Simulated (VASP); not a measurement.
```xyz
2
Lattice="2.9453 0.0000 0.0000 0.0000 2.9453 0.0000 0.0000 0.0000 2.9453" Properties=species:S:1:pos:R:3 pbc="T T T"
Ti     0.0000     0.0000     0.0000
Co     1.4727     1.4727     1.4727
```

These are SCAN meta-GGA, VASP's PBE PAW potentials (set 64) (plane waves; VASP 6.6.1) values and carry that method's errors. Numerical set-up: 520 eV cut-off, 14×14×14 Γ-centred mesh, tetrahedra with Blöchl corrections, potentials Ti_sv Co.

Problem. Give the energies of bands 5 to 13 at the high-symmetry points, in eV from the Fermi level.

Solution. 
```json
[
 {"band": "5", "Γ": "-8.43", "X": "-4.57", "M": "-4.86", "R": "-2.87"},
 {"band": "6", "Γ": "-4.12", "X": "-4.20", "M": "-4.25", "R": "-2.87"},
 {"band": "7", "Γ": "-4.12", "X": "-2.54", "M": "-2.81", "R": "-2.87"},
 {"band": "8", "Γ": "-1.78", "X": "-1.90", "M": "-2.81", "R": "-2.42"},
 {"band": "9", "Γ": "-1.78", "X": "-1.90", "M": "-0.58", "R": "-2.42"},
 {"band": "10", "Γ": "-1.78", "X": "-1.35", "M": "-0.14", "R": "-2.42"},
 {"band": "11", "Γ": "0.93", "X": "-0.85", "M": "0.43", "R": "-0.55"},
 {"band": "12", "Γ": "0.93", "X": "0.12", "M": "0.43", "R": "-0.55"},
 {"band": "13", "Γ": "2.95", "X": "0.65", "M": "1.31", "R": "3.49"}
]
```

It has no gap at this level: it comes out as a metal or semimetal.

The compound is TiCo in the CsCl type structure. It was relaxed first. The run is not spin-polarised, so no magnetic state was tried. The electron count is odd and the run is not spin-polarised, which forces a metal.
